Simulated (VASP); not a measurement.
Output of a VASP run:

File OSZICAR:
```
       N       E                     dE             d eps       ncg     rms          rms(c)
DAV:   1     0.318446875936E+02    0.31845E+02   -0.47577E+03  1168   0.111E+03
DAV:   2    -0.122455436519E+02   -0.44090E+02   -0.41874E+02  1126   0.191E+02
DAV:   3    -0.132081472965E+02   -0.96260E+00   -0.95388E+00  1338   0.351E+01
DAV:   4    -0.132247162494E+02   -0.16569E-01   -0.16562E-01  1300   0.426E+00
DAV:   5    -0.132252142279E+02   -0.49798E-03   -0.49791E-03  1278   0.750E-01    0.128E+01
DAV:   6    -0.151842313747E+02   -0.19590E+01   -0.64596E+01  1254   0.139E+02    0.161E+01
DAV:   7    -0.116076476709E+02    0.35766E+01   -0.17961E+01  1236   0.821E+01    0.119E+00
DAV:   8    -0.115973189036E+02    0.10329E-01   -0.46740E-01  1386   0.874E+00    0.104E+00
DAV:   9    -0.115825622286E+02    0.14757E-01   -0.57674E-02  1302   0.389E+00    0.217E-01
DAV:  10    -0.115820016340E+02    0.56059E-03   -0.24988E-03  1266   0.823E-01    0.789E-02
DAV:  11    -0.115820015857E+02    0.48283E-07   -0.64927E-05  1260   0.810E-02    0.336E-02
DAV:  12    -0.115819997683E+02    0.18174E-05   -0.54653E-06  1210   0.420E-02    0.426E-03
DAV:  13    -0.115819994095E+02    0.35883E-06   -0.35954E-07   578   0.796E-03
   1 F= -.11581999E+02 E0= -.11581777E+02  d E =-.115820E+02
```

OUTCAR:
```
------------------------ aborting loop because EDIFF is reached ----------------------------------------
  FORCE on cell =-STRESS in cart. coord.  units (eV):
  Direction    XX          YY          ZZ          XY          YZ          ZX
  --------------------------------------------------------------------------------------
  Total        0.0010004      0.0010004      0.0010004     -0.0000000      0.0000000     -0.0000000
  in kB        0.0683174      0.0683174      0.0683174     -0.0000000      0.0000000     -0.0000000
  external PRESSURE =       0.0683174 kB  Pullay stress =       0.0000000 kB
  volume of cell :       23.46
      direct lattice vectors                 reciprocal lattice vectors
     2.862801976  0.000000000  0.000000000     0.349308128  0.000000000  0.000000000
     0.000000000  2.862801976  0.000000000     0.000000000  0.349308128  0.000000000
     0.000000000  0.000000000  2.862801976     0.000000000  0.000000000  0.349308128
 POSITION                                       TOTAL-FORCE (eV/Angst)
 -----------------------------------------------------------------------------------
      1.43140      1.43140      1.43140         0.000000      0.000000      0.000000
      0.00000      0.00000      0.00000         0.000000      0.000000      0.000000
 -----------------------------------------------------------------------------------
    total drift:                               -0.000000      0.000000     -0.000000
  FREE ENERGIE OF THE ION-ELECTRON SYSTEM (eV)
  ---------------------------------------------------
  free  energy   TOTEN  =       -11.5819994095 eV

  energy  without entropy=      -11.5813306825  energy(sigma->0) =      -11.58177650

 reached required accuracy - stopping structural energy minimisation
```
(Selected blocks of OUTCAR.)

**POSCAR**
```
NiAl
1
    2.8628019755     0.0000000000    -0.0000000000
    0.0000000000     2.8628019755    -0.0000000000
    0.0000000000     0.0000000000     2.8628019755
Al Ni
1 1
Direct
  0.5000000000   0.5000000000   0.5000000000
  0.0000000000   0.0000000000   0.0000000000
```

Problem. Write an INCAR and KPOINTS that could have produced this output.

Solution. Several could match; the one computed here: the input of the run itself, PBEsol GGA, plane waves, VASP's PBE PAW potentials (set 64).

KPOINTS:
```
Regular mesh
0
gamma
 11 11 11
```

**INCAR**
```
NELM = 100   ! most electronic steps
ALGO = Normal   ! blocked Davidson
GGA = PS   ! PBEsol
LASPH = T   ! aspherical one-centre terms
ISMEAR = 1   ! Methfessel-Paxton
PREC = Accurate
SIGMA = 0.1   ! width (eV)
EDIFFG = -0.01   ! ionic stop
NSW = 60   ! most ionic steps
IBRION = 2   ! conjugate gradients
LCHARG = F
LMAXMIX = 4
EDIFF = 1E-6
LREAL = F
ENCUT = 400   ! plane-wave cut-off (eV)
ISIF = 3
LWAVE = F
SYSTEM = NiAl
```

POTCAR, in this order: Al Ni (PBE.64 set). Program: vasp_std.

The compound is NiAl in the CsCl type structure. It was relaxed first. The start is the result of an earlier pass. The run is not spin-polarised, so no magnetic state was tried. The electron count is odd and the run is not spin-polarised, which forces a metal.
